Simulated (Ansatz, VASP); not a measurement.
# ZrZn16 (ZrZn16 (Cmcm)) in two plane-wave programs

One calculation is typed for both programs; each brings its own data sets. How far apart do they land? Of the first pair: The structure shown is the start of the Ansatz relaxation below; VASP solves that cell, so the two are compared at the walk's first step.

Method: plane waves, with VASP 6.6.1 beside it; single point at PBEsol, in Ansatz 0.2.0.

### 1. Set-up

Symmetry: Cmcm, No. 63, orthorhombic system. Conventional cell: a = 7.661 Å, b = 11.432 Å, c = 11.622 Å, α = 90.00°, β = 90.00°, γ = 90.00°. Zr has 15 Zn at 2.82 to 2.95 Å nearest. Nearest to Zn lie 9 Zn at 2.49 to 2.97 Å and 1 Zr at 2.95 Å. Nearest to Zn lie 7 Zn at 2.57 to 2.84 Å and 1 Zr at 2.90 Å. Nearest to Zn lie 9 Zn at 2.49 to 2.85 Å and 1 Zr at 2.82 Å. Zn has 9 Zn at 2.58 to 2.73 Å and 1 Zr at 2.87 Å nearest. Nearest to Zn lie 12 Zn at 2.57 to 2.89 Å. Farther neighbours are not listed.

### 2. Ansatz: relaxation, PBEsol

Ansatz runs on its default PAW (the set named soft_2) files.

The two programs are compared at the cell with which this relaxation starts, whose forces are those of its first step.

Contents of input.yaml:

```yaml
crystal:
  lattice:
    - [3.8306207, -5.7161717, 0.0]
    - [3.8306207, 5.7161717, 0.0]
    - [0.0, 0.0, 11.6217802]
  atoms:
    - { symbol: Zr, position: [0.04697807, 0.95302193, 0.75] }
    - { symbol: Zr, position: [0.95302193, 0.04697807, 0.25] }
    - { symbol: Zn, position: [0.35487204, 0.98399191, 0.93227951] }
    - { symbol: Zn, position: [0.64512796, 0.01600809, 0.43227951] }
    - { symbol: Zn, position: [0.98399191, 0.35487204, 0.06772049] }
    - { symbol: Zn, position: [0.01600809, 0.64512796, 0.56772049] }
    - { symbol: Zn, position: [0.64512796, 0.01600809, 0.06772049] }
    - { symbol: Zn, position: [0.35487204, 0.98399191, 0.56772049] }
    - { symbol: Zn, position: [0.01600809, 0.64512796, 0.93227951] }
    - { symbol: Zn, position: [0.98399191, 0.35487204, 0.43227951] }
    - { symbol: Zn, position: [0.64720316, 0.75054228, 0.86617098] }
    - { symbol: Zn, position: [0.35279684, 0.24945772, 0.36617098] }
    - { symbol: Zn, position: [0.75054228, 0.64720316, 0.13382902] }
    - { symbol: Zn, position: [0.24945772, 0.35279684, 0.63382902] }
    - { symbol: Zn, position: [0.35279684, 0.24945772, 0.13382902] }
    - { symbol: Zn, position: [0.64720316, 0.75054228, 0.63382902] }
    - { symbol: Zn, position: [0.24945772, 0.35279684, 0.86617098] }
    - { symbol: Zn, position: [0.75054228, 0.64720316, 0.36617098] }
    - { symbol: Zn, position: [0.48390765, 0.19063786, 0.75] }
    - { symbol: Zn, position: [0.51609235, 0.80936214, 0.25] }
    - { symbol: Zn, position: [0.19063786, 0.48390765, 0.25] }
    - { symbol: Zn, position: [0.80936214, 0.51609235, 0.75] }
    - { symbol: Zn, position: [0.17728539, 0.82271461, 0.36112999] }
    - { symbol: Zn, position: [0.82271461, 0.17728539, 0.86112999] }
    - { symbol: Zn, position: [0.82271461, 0.17728539, 0.63887001] }
    - { symbol: Zn, position: [0.17728539, 0.82271461, 0.13887001] }
    - { symbol: Zn, position: [0.62254487, 0.37745513, 0.969685] }
    - { symbol: Zn, position: [0.37745513, 0.62254487, 0.469685] }
    - { symbol: Zn, position: [0.37745513, 0.62254487, 0.030315] }
    - { symbol: Zn, position: [0.62254487, 0.37745513, 0.530315] }
    - { symbol: Zn, position: [0.29364029, 0.70635971, 0.75] }
    - { symbol: Zn, position: [0.70635971, 0.29364029, 0.25] }
    - { symbol: Zn, position: [0.0, 0.0, 0.0] }
    - { symbol: Zn, position: [0.0, 0.0, 0.5] }
basis:
  ecutwfc: 420
  xc_grid: 2
hamiltonian:
  xc: pbesol
kpoints:
  mp_grid: { grid: [6, 6, 4] }
scf:
  occupations: { method: fermi_dirac, width: 0.05 }
  max_iter: 150
output:
  forces: true
  stress: true
relax:
  f_tol: 0.01
  max_steps: 60
  cell: {}
checkpoint:
  write: "../pbesol.run"
  compress: false
  write_wavefunctions: false
  write_every: 100000
```

Command:

```bash
ansatz run input.yaml --threads 4 --pin off --max-ram 6594MiB --backend cpu --events-out ev --progress --plain --runs-dir out
```

Numbers of over 12 decimals in the logs are rounded to 6 here.

The program printed:

```text
Engine: ansatz 0.2.0, x86_64-unknown-linux-gnu
Pseudopotentials: kind: paw
Pseudopotential: Zr, paw, valence charge 12, recommended cutoff 420 eV (normal), Zr.paw.azcp
Pseudopotential: Zn, paw, valence charge 12, recommended cutoff 420 eV (normal), Zn.paw.azcp
Functional definition: PBEsol
  exchange = pbesol_x
  correlation = pbesol_c
Crystal: 34 atoms, lattice volume = 508.952 Å³
Basis set: ecut = 420 eV, 9973 PW (Γ), exchange–correlation on 96×96×160 points (8 copies of the dense FFT grid, shifted against one another)
Bands: 245, of which v1, the nominal top of the filled ones, is band 204 counted from 1 (203 counted from 0)
Symmetry: 8 space group operations
Space group: Cmcm (ITA 63), of the structure as read, at distance tolerance 8.0e-5 Å
k-points: 39 of 144
Non-local potential: Zr, projectors of the file, l = 0: 3, l = 1: 2, l = 2: 2, l = 3: 2
Non-local potential: Zn, projectors of the file, l = 0: 2, l = 1: 2, l = 2: 3, l = 3: 1
PAW form: soft (Blöchl's): semilocal exchange-correlation on the pseudo side does not see the compensation charge
PAW frozen core: Zr, regenerated for the run's functional, and the local potential with it (the file was generated under x = pbe(κ = 0.804, μ = 0.219515), c = pbe(β = 0.066725))
PAW frozen core: Zn, regenerated for the run's functional, and the local potential with it (the file was generated under x = pbe(κ = 0.804, μ = 0.219515), c = pbe(β = 0.066725))
PAW one-centre angular grid: Zr, 590 points (default); XC on 64 Gauss nodes
PAW one-centre angular grid: Zn, 590 points (default); XC on 64 Gauss nodes
Initial density: superposition of atomic densities (neutral atoms: chi_scale 0, normalization atom), corrected by the library's trained network
Initial wavefunctions: pseudopotential atomic-orbital guess
Functional: x = pbesol(κ = 0.804, μ = 0.123457), c = pbesol(β = 0.046)
SCF iter   1: F=—  HF=-113249.169640 eV  |F-HF|=—  |Δ(HF+E_count)|=         —  Δρ=5.05e-3  dr2=8.00e-2  ethr=1.77e-3  ⟨swp⟩=5.9  Hψ=40168  notcnv=0  defer=415
preconditioner: auto → Kerker (q_TF=auto, 2.630 Å⁻¹)  [metal: Δε(μ)=0.007 eV  Ē_g=10.806 eV  σ=0.050 eV  W_gap=0.03  n_scr=154 (ndim 8)  ℏωp=33.1 eV  f_vac=0.000  D(μ)=8.71/eV (n_scr^D=42)]
SCF iter   2: F=—  HF=-113249.148348 eV  |F-HF|=—  |Δ(HF+E_count)|=   2.13e-2  Δρ=1.30e-3  dr2=9.41e-3  ethr=1.96e-5  ⟨swp⟩=2.0  Hψ=19070  notcnv=0  defer=1101
SCF iter   3: F=—  HF=-113249.143793 eV  |F-HF|=—  |Δ(HF+E_count)|=   4.55e-3  Δρ=1.15e-3  dr2=7.10e-3  ethr=2.31e-6  ⟨swp⟩=2.0  Hψ=16014  notcnv=0  defer=1101
SCF iter   4: F=—  HF=-113249.142008 eV  |F-HF|=—  |Δ(HF+E_count)|=   1.79e-3  Δρ=3.50e-4  dr2=9.04e-4  ethr=1.74e-6  ⟨swp⟩=2.9  Hψ=16623  notcnv=0  defer=1101
SCF iter   5: F=—  HF=-113249.141792 eV  |F-HF|=—  |Δ(HF+E_count)|=   2.16e-4  Δρ=1.49e-4  dr2=1.13e-4  ethr=2.22e-7  ⟨swp⟩=2.0  Hψ=16194  notcnv=0  defer=1101
SCF iter   6: F=—  HF=-113249.141752 eV  |F-HF|=—  |Δ(HF+E_count)|=   3.96e-5  Δρ=6.12e-5  dr2=1.24e-5  ethr=2.76e-8  ⟨swp⟩=2.0  Hψ=16105  notcnv=0  defer=1101
SCF iter   7: F=—  HF=-113249.141663 eV  |F-HF|=—  |Δ(HF+E_count)|=   8.89e-5  Δρ=1.59e-5  dr2=9.96e-7  ethr=3.05e-9  ⟨swp⟩=2.0  Hψ=16028  notcnv=0  defer=1101
SCF iter   8: F=—  HF=-113249.141664 eV  |F-HF|=—  |Δ(HF+E_count)|=   6.13e-7  Δρ=4.62e-6  dr2=1.17e-7  ethr=2.44e-10  ⟨swp⟩=2.0  Hψ=16105  notcnv=0  defer=1101
SCF iter   9: F=-113249.141664 eV  HF=-113249.141664 eV  |F-HF|=1.21e-7  |Δ(HF+E_count)|=  9.60e-10  Δρ=4.56e-6  dr2=6.27e-8  ethr=2.45e-11  ⟨swp⟩=4.8  Hψ=36288  notcnv=0
SCF 1 converged in 9 iterations: F = -113249.141664 eV  dr2 = 6.27e-8
  greatest PAW one-centre occupation: 0.996 electrons in one spin orbital (limit 2), on the Zr atom at site 1 (counted from 0), in its partial waves of l = 0
relax step   1: F+E_penalty+E_count = -113249.14166369 eV  Δ(F+E_penalty+E_count) = +0.000e0 eV  max|allowed force component| = 8.101e-2 eV/Å  Δτ_max = 0.0000 Å  P = -1.737 GPa  Ω = 508.952 Å³  (9 SCF iters, dr2 threshold 1.00e-7 eV, accepted)
[...]
relax step   5: F+E_penalty+E_count = -113249.21215054 eV  Δ(F+E_penalty+E_count) = -6.015e-4 eV  max|allowed force component| = 3.601e-3 eV/Å  Δτ_max = 0.0092 Å  P = -0.003 GPa  Ω = 499.105 Å³  energy of the carried Pulay correction = +5.824e-3 eV  (8 SCF iters, dr2 threshold 2.90e-8 eV, accepted)
[...]
relax step   6: F+E_penalty+E_count = -113249.20651166 eV  Δ(F+E_penalty+E_count) = +5.639e-3 eV  max|allowed force component| = 3.628e-3 eV/Å  Δτ_max = 0.0000 Å  P = -0.004 GPa  Ω = 499.105 Å³  stress off target by 3.56e-2 GPa  SCF on the basis re-selected at this cell (its energy is not comparable with the rows above)  (7 SCF iters)
basis re-selected at this cell: Δ(F+E_penalty+E_count) = +5.639e-3 eV, ΔP = -0.002 GPa vs the last step (what re-selecting the basis moved, of the pressure what is left beyond the Pulay correction that the steps carried, after the strain that the cell walked since its last selection, with what the two solves' SCF thresholds leave and, on support functions, any second-order correction that the steps lacked; it is no m [...]
SCF converged after 7 iterations
Free energy (F): -113249.206512 eV
Harris-Foulkes:  -113249.206512 eV  (|F-HF|=2.91e-11)
Internal energy: -113249.135566 eV  (E = F + TS)
E sigma→0 (E₀):  -113249.171039 eV
Entropy (-TS):   -0.070945 eV (-2.087 meV/atom)
Fermi energy:    11.979197 eV
--- Per-component energies (eV) ---
  E_band       = 1681.449946
  E_kinetic    = 4888.988590
  E_local      = -49594.673598  (includes V_loc(G=0)·N_el)
  E_nonlocal   = 19718.643641
  E_hartree    = 20705.224728
  E_xc         = -4701.960942
  E_vxc        = -2110.820927  (∫ρ·V_xc dr)
  E_paw        = -62985.483158  (= ΣΔE_a)
  E_vpaw       = -12631.126330  (= ΣTr[D̂ρ^β])
  E_aug_tail   = -0.011486  (compensation charges beyond the density's cutoff)
  E_ewald      = -41305.710139
  E_core_change = 25.846798  (= ΣΔE_core)
  E_smearing   = -0.070945  (= −TS)
  E_closure    = -0.000000  (closes the sum)
  Σ components = -113249.206512   (vs F -113249.206512, Δ=0.00e0)
--- Forces (eV/Å), atoms counted from 1 ---
  atom   1  Zr     0.00000000     0.00178180    -0.00000000
  atom   2  Zr    -0.00000000    -0.00178180     0.00000000
  atom   3  Zn     0.00183631     0.00202414    -0.00170452
  atom   4  Zn    -0.00183631    -0.00202414    -0.00170452
  atom   5  Zn     0.00183631    -0.00202414     0.00170452
  atom   6  Zn    -0.00183631     0.00202414     0.00170452
  atom   7  Zn    -0.00183631    -0.00202414     0.00170452
  atom   8  Zn     0.00183631     0.00202414     0.00170452
  atom   9  Zn    -0.00183631     0.00202414    -0.00170452
  atom  10  Zn     0.00183631    -0.00202414    -0.00170452
  atom  11  Zn     0.00112782    -0.00362801     0.00274884
  atom  12  Zn    -0.00112782     0.00362801     0.00274884
  atom  13  Zn     0.00112782     0.00362801    -0.00274884
  atom  14  Zn    -0.00112782    -0.00362801    -0.00274884
  atom  15  Zn    -0.00112782     0.00362801    -0.00274884
  atom  16  Zn     0.00112782    -0.00362801    -0.00274884
  atom  17  Zn    -0.00112782    -0.00362801     0.00274884
  atom  18  Zn     0.00112782     0.00362801     0.00274884
  atom  19  Zn     0.00040156    -0.00102280     0.00000000
  atom  20  Zn    -0.00040156     0.00102280     0.00000000
  atom  21  Zn     0.00040156     0.00102280    -0.00000000
  atom  22  Zn    -0.00040156    -0.00102280     0.00000000
  atom  23  Zn     0.00000000    -0.00086337     0.00172010
  atom  24  Zn     0.00000000     0.00086337     0.00172010
  atom  25  Zn    -0.00000000     0.00086337    -0.00172010
  atom  26  Zn    -0.00000000    -0.00086337    -0.00172010
  atom  27  Zn     0.00000000     0.00286143     0.00120711
  atom  28  Zn    -0.00000000    -0.00286143     0.00120711
  atom  29  Zn    -0.00000000    -0.00286143    -0.00120711
  atom  30  Zn     0.00000000     0.00286143    -0.00120711
  atom  31  Zn    -0.00000000    -0.00071642     0.00000000
  atom  32  Zn     0.00000000     0.00071642    -0.00000000
  atom  33  Zn     0.00000000     0.00000000     0.00000000
  atom  34  Zn     0.00000000     0.00000000    -0.00000000
  max |Σ_I F_I| component: 2.65e-17 eV/Å
--- Stress (GPa, compression-positive) ---
        0.018739      -0.000000       0.000000
       -0.000000      -0.035606      -0.000000
        0.000000      -0.000000       0.003693
  P = ⅓ Tr σ = -0.0044 GPa (-0.044 kbar)
--- Relaxed structure (5 steps of the walk, 5 accepted, 1 SCFs on fresh bases) ---
  F+E_penalty+E_count = -113249.20651166 eV   max|allowed force component| = 3.628e-3 eV/Å   (the final SCF, on the basis selected at the relaxed cell)
  cell:  # Å, volume = 499.1049 Å³
    - [3.799476, -5.658559, 1.993261194681918e-18]
    - [3.799476, 5.658559, 1.9932611946819256e-18]
    - [6.047386389830428e-18, 0, 11.607332]
  atoms:
    - { symbol: Zr, position: [0.046583, 0.953417, 0.750000] }
    - { symbol: Zr, position: [0.953417, 0.046583, 0.250000] }
    - { symbol: Zn, position: [0.355959, 0.981971, 0.930782] }
    - { symbol: Zn, position: [0.644041, 0.018029, 0.430782] }
    - { symbol: Zn, position: [0.981971, 0.355959, 0.069218] }
    - { symbol: Zn, position: [0.018029, 0.644041, 0.569218] }
    - { symbol: Zn, position: [0.644041, 0.018029, 0.069218] }
    - { symbol: Zn, position: [0.355959, 0.981971, 0.569218] }
    - { symbol: Zn, position: [0.018029, 0.644041, 0.930782] }
    - { symbol: Zn, position: [0.981971, 0.355959, 0.430782] }
    - { symbol: Zn, position: [0.646803, 0.753530, 0.866099] }
    - { symbol: Zn, position: [0.353197, 0.246470, 0.366099] }
    - { symbol: Zn, position: [0.753530, 0.646803, 0.133901] }
    - { symbol: Zn, position: [0.246470, 0.353197, 0.633901] }
    - { symbol: Zn, position: [0.353197, 0.246470, 0.133901] }
    - { symbol: Zn, position: [0.646803, 0.753530, 0.633901] }
    - { symbol: Zn, position: [0.246470, 0.353197, 0.866099] }
    - { symbol: Zn, position: [0.753530, 0.646803, 0.366099] }
    - { symbol: Zn, position: [0.482028, 0.192372, 0.750000] }
    - { symbol: Zn, position: [0.517972, 0.807628, 0.250000] }
    - { symbol: Zn, position: [0.192372, 0.482028, 0.250000] }
    - { symbol: Zn, position: [0.807628, 0.517972, 0.750000] }
    - { symbol: Zn, position: [0.178122, 0.821878, 0.361187] }
    - { symbol: Zn, position: [0.821878, 0.178122, 0.861187] }
    - { symbol: Zn, position: [0.821878, 0.178122, 0.638813] }
    - { symbol: Zn, position: [0.178122, 0.821878, 0.138813] }
    - { symbol: Zn, position: [0.620157, 0.379843, 0.968175] }
    - { symbol: Zn, position: [0.379843, 0.620157, 0.468175] }
    - { symbol: Zn, position: [0.379843, 0.620157, 0.031825] }
    - { symbol: Zn, position: [0.620157, 0.379843, 0.531825] }
    - { symbol: Zn, position: [0.292570, 0.707430, 0.750000] }
    - { symbol: Zn, position: [0.707430, 0.292570, 0.250000] }
    - { symbol: Zn, position: [0, 0, 0] }
    - { symbol: Zn, position: [0, 0, 0.500000] }
```

### 3. VASP: single point, PBEsol, start cell, pair 1

The same cell, functional, mesh and smearing now go to VASP, with its own data sets.

Lines of VASP's logs that name or quote its potential files are left out, and so is its time.

Contents of INCAR:

```
SYSTEM = ZrZn16
PREC = Accurate
ENCUT = 400
EDIFF = 1E-06
NELM = 120
ISMEAR = -1
SIGMA = 0.05
LREAL = Auto
ALGO = Normal
GGA = PS
NBANDS = 236
LASPH = .TRUE.
LORBIT = 11
LWAVE = .FALSE.
LCHARG = .FALSE.
ISIF = 2
GGA_COMPAT = .FALSE.
KPAR = 4
```

Contents of POSCAR:

```
ZrZn16
1.0
    3.8306210000     -5.7161720000      0.0000000000
    3.8306210000      5.7161720000      0.0000000000
    0.0000000000      0.0000000000     11.6217800000
Zr Zn
2 32
Direct
    0.0469781175      0.9530218825      0.7500000000
    0.9530218825      0.0469781175      0.2500000000
    0.3548720916      0.9839918942      0.9322795002
    0.6451279084      0.0160081058      0.4322795002
    0.9839918942      0.3548720916      0.0677204998
    0.0160081058      0.6451279084      0.5677204998
    0.6451279084      0.0160081058      0.0677204998
    0.3548720916      0.9839918942      0.5677204998
    0.0160081058      0.6451279084      0.9322795002
    0.9839918942      0.3548720916      0.4322795002
    0.6472031715      0.7505422593      0.8661709953
    0.3527968285      0.2494577407      0.3661709953
    0.7505422593      0.6472031715      0.1338290047
    0.2494577407      0.3527968285      0.6338290047
    0.3527968285      0.2494577407      0.1338290047
    0.6472031715      0.7505422593      0.6338290047
    0.2494577407      0.3527968285      0.8661709953
    0.7505422593      0.6472031715      0.3661709953
    0.4839076405      0.1906379489      0.7500000000
    0.5160923595      0.8093620511      0.2500000000
    0.1906379489      0.4839076405      0.2500000000
    0.8093620511      0.5160923595      0.7500000000
    0.1772854281      0.8227145719      0.3611299646
    0.8227145719      0.1772854281      0.8611299646
    0.8227145719      0.1772854281      0.6388700354
    0.1772854281      0.8227145719      0.1388700354
    0.6225448604      0.3774551396      0.9696850224
    0.3774551396      0.6225448604      0.4696850224
    0.3774551396      0.6225448604      0.0303149776
    0.6225448604      0.3774551396      0.5303149776
    0.2936403068      0.7063596932      0.7500000000
    0.7063596932      0.2936403068      0.2500000000
    0.0000000000      0.0000000000      0.0000000000
    0.0000000000      0.0000000000      0.5000000000
```

Contents of KPOINTS:

```
Automatic mesh
0
Gamma
6 6 4
0 0 0
```

PAW data sets: Zr_sv and Zn (PBE family, release 64).

Command:

```bash
mpirun -np 4 vasp_std
```

The program printed:

```text
[banner, memory and clock lines left out]
running    4 mpi-ranks, on    1 nodes
[...]
|                                                                             |
|               ----> ADVICE to this user running VASP <----                  |
|                                                                             |
|     You enforced a specific xc type in the INCAR file but a different       |
|     [... a line on the potential file left out ...]
|     I HOPE YOU KNOW WHAT YOU ARE DOING!                                     |
|                                                                             |

 LDA part: xc-table for (Slater+PW92), standard interpolation
 POSCAR, INCAR and KPOINTS ok, starting setup
[...]
entering main loop
       N       E                     dE             d eps       ncg     rms          rms(c)
DAV:   1     0.389160567542E+04    0.38916E+04   -0.15221E+05 18408   0.230E+03
DAV:   2     0.542201517468E+03   -0.33494E+04   -0.32551E+04 18608   0.584E+02
DAV:   3    -0.348929075848E+02   -0.57709E+03   -0.55692E+03 18460   0.210E+02
DAV:   4    -0.760846529430E+02   -0.41192E+02   -0.40205E+02 20960   0.590E+01
[...]
DAV:  16    -0.717590593771E+02    0.14229E-05   -0.49414E-05 22512   0.797E-02    0.534E-03
DAV:  17    -0.717590598845E+02   -0.50735E-06   -0.11418E-05 20032   0.122E-02    0.444E-03
DAV:  18    -0.717590597640E+02    0.12049E-06   -0.93945E-07  9840   0.109E-02
   1 F= -.71759060E+02 E0= -.71723512E+02  d E =-.710951E-01
```

OUTCAR, selected parts (step 3):

```text
  Total       -7.2652396     -6.2133590     -5.0901641      0.0000000      0.0000000      0.0000000
  in kB      -22.8709079    -19.5595973    -16.0237901      0.0000000      0.0000000      0.0000000
  external PRESSURE =     -19.4847651 kB  Pullay stress =       0.0000000 kB

 POSITION                                       TOTAL-FORCE (eV/Angst)
 -----------------------------------------------------------------------------------
      3.83062      5.17910      8.71633        -0.000000     -0.072240     -0.000000
      3.83062     -5.17910      2.90544        -0.000000      0.072240     -0.000000
      5.12868      3.59616     10.83475        -0.027485      0.011292     -0.058665
      2.53256     -3.59616      5.02386         0.027485     -0.011292     -0.058665
      5.12868     -3.59616      0.78703        -0.027485     -0.011292      0.058665
      2.53256      3.59616      6.59792         0.027485      0.011292      0.058665
      2.53256     -3.59616      0.78703         0.027485     -0.011292      0.058665
      5.12868      3.59616      6.59792        -0.027485      0.011292      0.058665
      2.53256      3.59616     10.83475         0.027485      0.011292     -0.058665
      5.12868     -3.59616      5.02386        -0.027485     -0.011292     -0.058665
      5.35423      0.59070     10.06645         0.041177     -0.009963     -0.011660
      2.30701     -0.59070      4.25556        -0.041177      0.009963     -0.011660
      5.35423     -0.59070      1.55533         0.041177      0.009963      0.011660
      2.30701      0.59070      7.36622        -0.041177     -0.009963      0.011660
[...]
-----------------------------------------------------------------------------------
    total drift:                                0.000000     -0.000000     -0.000000

  FREE ENERGIE OF THE ION-ELECTRON SYSTEM (eV)
  ---------------------------------------------------
  free  energy   TOTEN  =       -71.7590597640 eV

  energy  without entropy=      -71.6879647008  energy(sigma->0) =      -71.72351223

[... 2 further parts left out ...]
[key lines of the parts left out:]
E-fermi :   3.6353
```

The run ends at a pressure of -1.95 GPa, with forces up to 0.083 eV/Å.

### 4. Differences

Known differences besides the potentials themselves: the cutoff is 420 eV in Ansatz and 400 eV in VASP (PREC = Accurate, projectors in real space); Ansatz makes its cores anew for this functional, VASP keeps those of its PBE data sets. Total energies have different zeros and are not compared.

Forces on 8 of the 34 atoms, those with the largest forces and the largest differences (eV/Å; atoms numbered as in POSCAR):

```tsv
atom	Ansatz x, y, z	VASP x, y, z
Zr1	0.000, -0.074, 0.000	0.000, -0.072, 0.000
Zr2	0.000, 0.074, 0.000	0.000, 0.072, 0.000
Zn3	-0.025, 0.011, -0.052	-0.027, 0.011, -0.059
Zn4	0.025, -0.011, -0.052	0.027, -0.011, -0.059
Zn5	-0.025, -0.011, 0.052	-0.027, -0.011, 0.059
Zn6	0.025, 0.011, 0.052	0.027, 0.011, 0.059
Zn31	0.000, 0.081, 0.000	0.000, 0.083, 0.000
Zn32	0.000, -0.081, 0.000	0.000, -0.083, 0.000
```

The forces differ by 2.7 meV/Å r.m.s., which is 8.6 % of the r.m.s. force of 0.031 eV/Å (both taken over all components).

(Continued in part 2 of 2.)

[Lines on the potential files, build, host, timing and source positions are cut from VASP's logs without a mark.]

[Logs are printed without paths, hosts, clocks, repeated set-up lines and the standing remarks that a program may print on its own settings, such as how far it seeks lower states.]

[Hosts, paths, dates, database ids (printed as entryN), source tags and the programs' standing remarks are cut or masked in the printed files.]
